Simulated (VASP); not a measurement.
All values below come from PBE GGA, VASP's PBE PAW potentials (set 64) (plane waves; VASP).

Input for VASP

### INCAR
```
SYSTEM = InPd
PREC = Accurate
ENCUT = 300
EDIFF = 1E-6
NELM = 100
ALGO = Normal
LREAL = .FALSE.
LASPH = .TRUE.
ISMEAR = 0
SIGMA = 0.272
GGA = PE
LMAXMIX = 4
LWAVE = .FALSE.
LCHARG = .FALSE.
ISIF = 2
```

**KPOINTS**
```
Automatic
0
G
10 10 10
0 0 0
```

POSCAR:
```
InPd
1
    3.2644790000     0.0000000000     0.0000000000
    0.0000000000     3.2644790000     0.0000000000
    0.0000000000     0.0000000000     3.2644790000
In Pd
1 1
Direct
  0.0000000000   0.0000000000   0.0000000000
  0.5000000000   0.5000000000   0.5000000000
```

POTCAR, in this order: In_d Pd (PBE.64 set). Program: vasp_std.

Output of the run:

### OSZICAR
```
       N       E                     dE             d eps       ncg     rms          rms(c)
DAV:   1     0.120789305598E+03    0.12079E+03   -0.82899E+03  1800   0.136E+03
DAV:   2    -0.373639187260E+01   -0.12453E+03   -0.12138E+03  1722   0.322E+02
DAV:   3    -0.887046233153E+01   -0.51341E+01   -0.51172E+01  2184   0.729E+01
DAV:   4    -0.895037870821E+01   -0.79916E-01   -0.79904E-01  2137   0.826E+00
DAV:   5    -0.895326016769E+01   -0.28815E-02   -0.28814E-02  2449   0.134E+00    0.651E+00
DAV:   6    -0.878814473485E+01    0.16512E+00   -0.39988E-01  1974   0.941E+00    0.318E+00
DAV:   7    -0.875259030787E+01    0.35554E-01   -0.71484E-02  2201   0.515E+00    0.138E+00
DAV:   8    -0.874554912804E+01    0.70412E-02   -0.19960E-02  1869   0.138E+00    0.364E-01
DAV:   9    -0.874479778037E+01    0.75135E-03   -0.18802E-03  2149   0.764E-01    0.507E-02
DAV:  10    -0.874479867850E+01   -0.89813E-06   -0.36164E-05  2207   0.968E-02    0.207E-02
DAV:  11    -0.874479977568E+01   -0.10972E-05   -0.39277E-06  1939   0.187E-02    0.279E-03
DAV:  12    -0.874480011386E+01   -0.33818E-06   -0.25408E-07  1064   0.523E-03
   1 F= -.87448001E+01 E0= -.87315911E+01  d E =-.264181E-01
```

File OUTCAR:
```
------------------------ aborting loop because EDIFF is reached ----------------------------------------
  FORCE on cell =-STRESS in cart. coord.  units (eV):
  Direction    XX          YY          ZZ          XY          YZ          ZX
  --------------------------------------------------------------------------------------
  Total        0.9629054      0.9629054      0.9629054     -0.0000000      0.0000000     -0.0000000
  in kB       44.3458065     44.3458065     44.3458065     -0.0000000      0.0000000     -0.0000000
  external PRESSURE =      44.3458065 kB  Pullay stress =       0.0000000 kB
  volume of cell :       34.79
      direct lattice vectors                 reciprocal lattice vectors
     3.264479000  0.000000000  0.000000000     0.306327595  0.000000000  0.000000000
     0.000000000  3.264479000  0.000000000     0.000000000  0.306327595  0.000000000
     0.000000000  0.000000000  3.264479000     0.000000000  0.000000000  0.306327595
 POSITION                                       TOTAL-FORCE (eV/Angst)
 -----------------------------------------------------------------------------------
      0.00000      0.00000      0.00000         0.000000      0.000000      0.000000
      1.63224      1.63224      1.63224         0.000000      0.000000      0.000000
 -----------------------------------------------------------------------------------
    total drift:                                0.000000     -0.000000      0.000000
  FREE ENERGIE OF THE ION-ELECTRON SYSTEM (eV)
  ---------------------------------------------------
  free  energy   TOTEN  =        -8.7448001139 eV

  energy  without entropy=       -8.7183820621  energy(sigma->0) =       -8.73159109
```
(Selected blocks of OUTCAR.)

### OUTCAR
```
 val. band max:       10.5730875687   @ k =   0.4000   0.4000   0.4000

 cond. band min:      10.7109572064   @ k =   0.5000   0.4000   0.3000


 Fermi energy:        10.6954210677

 k-point     1 :       0.0000    0.0000    0.0000
  band No.  band energies     occupation
      1      -4.3534      2.00000
      2      -4.3534      2.00000
      3      -3.9339      2.00000
      4      -3.9339      2.00000
      5      -3.9339      2.00000
      6       0.4799      2.00000
      7       6.7501      2.00000
      8       6.7501      2.00000
      9       8.3106      2.00000
     10       8.3106      2.00000
     11       8.3106      2.00000
     12      14.8311      0.00000
     13      14.8311      0.00000
     14      14.8311      0.00000
     15      20.1165      0.00000

 k-point     2 :       0.1000    0.0000    0.0000
  band No.  band energies     occupation
      1      -4.3474      2.00000
      2      -4.3186      2.00000
      3      -3.9440      2.00000
      4      -3.9440      2.00000
      5      -3.9307      2.00000
      6       0.6397      2.00000
      7       6.7514      2.00000
      8       6.7764      2.00000
      9       8.1917      2.00000
     10       8.1917      2.00000
     11       8.3033      2.00000
     12      13.7811      0.00000
     13      15.1507      0.00000
     14      15.1507      0.00000
     15      20.4826      0.00000

 k-point     3 :       0.2000    0.0000    0.0000
  band No.  band energies     occupation
      1      -4.3322      2.00000
      2      -4.2284      2.00000
      3      -3.9715      2.00000
      4      -3.9715      2.00000
      5      -3.9227      2.00000
      6       1.1171      2.00000
      7       6.7546      2.00000
      8       6.7830      2.00000
      9       7.9104      2.00000
     10       7.9104      2.00000
     11       8.2842      2.00000
     12      11.9263      0.00000
     13      16.0310      0.00000
     14      16.0310      0.00000
     15      20.6157      0.00000
...
```

At this cut-off the stress carries a Pulay error, which pulls relaxed volumes low. Unless said otherwise, spin-orbit coupling is left out, though it shifts the bands of the heavy elements here.

The structure comes from a computed database's InPd entry; how it stands against other phases isn't given here. The cell was not relaxed at this level, and its volume differs by -5.9 % from the start's. The electron count is odd and the run is not spin-polarised, which forces a metal.
